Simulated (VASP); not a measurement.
These are PBE GGA with D4 dispersion, VASP's PBE PAW potentials (set 64) (plane waves; VASP) values and carry that method's errors.

The input files of a VASP run:

### POSCAR
```
Ca
1.0
  0.0000000000   2.8095585630   2.8095585630
  2.8095585630   0.0000000000   2.8095585630
  2.8095585630   2.8095585630   0.0000000000
Ca
1
Cart
  0.0000000000   0.0000000000   0.0000000000
```

INCAR:
```
EDIFF=1E-7
NELM=100
SIGMA=0.1   # width (eV)
IVDW=13
LCHARG=.FALSE.
ENCUT=520   # plane-wave cut-off (eV)
ALGO=Normal
GGA=PE   # PBE
LWAVE=.FALSE.
ISIF=2   # forces and stress, cell fixed
SYSTEM=Ca
LREAL=.FALSE.
LASPH=.TRUE.   # aspherical one-centre terms
ISMEAR=1
PREC=Accurate
```

KPOINTS:
```
Automatic mesh
0
Gamma
11 11 11
0 0 0
```

POTCAR, in this order: Ca_sv (PBE.64 set). Program: vasp_std.

What VASP printed:

OSZICAR:
```
       N       E                     dE             d eps       ncg     rms          rms(c)
DAV:   1     0.643205073544E+02    0.64321E+02   -0.51307E+03  1008   0.101E+03
DAV:   2    -0.564959887860E+00   -0.64885E+02   -0.64702E+02  1042   0.231E+02
DAV:   3    -0.189625563649E+01   -0.13313E+01   -0.13184E+01  1597   0.347E+01
DAV:   4    -0.193056867962E+01   -0.34313E-01   -0.34287E-01  1474   0.471E+00
DAV:   5    -0.193157047165E+01   -0.10018E-02   -0.10013E-02  1675   0.443E-01    0.223E+00
DAV:   6    -0.192604965910E+01    0.55208E-02   -0.11701E-02  1302   0.136E+00    0.136E+00
DAV:   7    -0.192490272704E+01    0.11469E-02   -0.17273E-02  1269   0.183E+00    0.103E-01
DAV:   8    -0.192447282706E+01    0.42990E-03   -0.21376E-03  1238   0.490E-01    0.197E-02
DAV:   9    -0.192448366412E+01   -0.10837E-04   -0.11896E-04  1563   0.856E-02    0.628E-03
DAV:  10    -0.192448445632E+01   -0.79220E-06   -0.78175E-06  1457   0.317E-02    0.118E-03
DAV:  11    -0.192448383693E+01    0.61938E-06   -0.39912E-07  1563   0.715E-03    0.664E-04
DAV:  12    -0.192448380084E+01    0.36090E-07   -0.35481E-08   859   0.158E-03
   1 F= -.20910831E+01 E0= -.20907302E+01  d E =-.105868E-02
```

### OUTCAR
```
------------------------ aborting loop because EDIFF is reached ----------------------------------------
  Edisp (eV):   -0.16660
  FORCE on cell =-STRESS in cart. coord.  units (eV):
  Direction    XX          YY          ZZ          XY          YZ          ZX
  --------------------------------------------------------------------------------------
  Total      -0.37797    -0.37797    -0.37797     0.00000     0.00000     0.00000
  in kB     -13.65304   -13.65304   -13.65304     0.00000     0.00000     0.00000
  external pressure =      -13.65 kB  Pullay stress =        0.00 kB
  volume of cell :       44.36
      direct lattice vectors                 reciprocal lattice vectors
     0.000000000  2.809558563  2.809558563    -0.177963900  0.177963900  0.177963900
     2.809558563  0.000000000  2.809558563     0.177963900 -0.177963900  0.177963900
     2.809558563  2.809558563  0.000000000     0.177963900  0.177963900 -0.177963900
 POSITION                                       TOTAL-FORCE (eV/Angst)
 -----------------------------------------------------------------------------------
      0.00000      0.00000      0.00000        -0.000000      0.000000     -0.000000
 -----------------------------------------------------------------------------------
    total drift:                               -0.000000     -0.000000     -0.000000
  FREE ENERGIE OF THE ION-ELECTRON SYSTEM (eV)
  ---------------------------------------------------
  free  energy   TOTEN  =        -2.0910830773 eV

  energy  without entropy=       -2.0900243942  energy(sigma->0) =       -2.09073018
```
(Selected blocks of OUTCAR.)

The compound is Ca in the fcc structure. This cell is one point of a volume scan, at 1.06 of the reference volume.
